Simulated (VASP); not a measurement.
CaS3:

```
Ca S
1.0
     5.02638    0.00000    0.00000
     0.00000    5.02638    0.00000
     0.00000    0.00000    4.38790
Ca S
1 3
Direct
  0.00000 0.00000 0.00000
  0.50000 0.50000 0.00000
  0.00000 0.50000 0.50000
  0.50000 0.00000 0.50000
```

The cell was built by a generator and needn't be a form met in nature.

* Program: VASP 6.6.1
* Task: relaxation of cell and atoms
* Functional: PBE
* Potentials or basis: VASP PAW PBE potentials, release 64 (Ca_sv, S)
* Cutoff: 600 eV
* k mesh: 6 × 6 × 6
* Occupations: gaussian, width 0.05 eV
* Spin: no spin polarisation

At the start: pressure -10.5 GPa; volume 27.71 Å³/atom.

Q: How do energy, volume and symmetry change on relaxing?

A: Over 11 steps the energy falls by 422.5 meV/atom and the volume is 18.91 Å³/atom (-31.8 %); space group P4/mmm (No. 123, to 0.05 Å).

Step by step:
| step | energy change (eV) | largest force (eV/Å) | pressure (GPa) | volume (Å³) |
| --- | --- | --- | --- | --- |
| 1 | 0.0000 | 0.0000 | -10.47 | 110.86 |
| 2 | -1.4767 | 0.0000 | -5.35 | 84.27 |
| 3 | -1.6362 | 0.0000 | -0.71 | 76.66 |
| 4 | -1.6389 | 0.0000 | 0.24 | 75.49 |
| 5 | -1.6563 | 0.0000 | 0.28 | 75.45 |
| 6 | -1.6855 | 0.0000 | 0.39 | 75.25 |
| 7 | -1.6025 | 0.0000 | 0.91 | 74.43 |
| 8 | -1.6891 | 0.0000 | 0.42 | 75.16 |
| 9 | -1.6894 | 0.0000 | 0.44 | 75.12 |
| 10 | -1.6893 | 0.0000 | -0.45 | 76.16 |
| 11 | -1.6901 | 0.0000 | -0.01 | 75.62 |

Final structure:
```yaml
crystal:
  lattice:
    - [4.60166, 0.00000, 0.00000]
    - [0.00000, 4.60166, 0.00000]
    - [0.00000, 0.00000, 3.57125]
  atoms:
    - { symbol: Ca, position: [0.00000, 0.00000, 0.00000] }
    - { symbol: S, position: [0.50000, 0.50000, 0.00000] }
    - { symbol: S, position: [0.00000, 0.50000, 0.50000] }
    - { symbol: S, position: [0.50000, 0.00000, 0.50000] }
```

Caveat: the volume moved by over 15 % at a fixed basis, so the end points are rough.
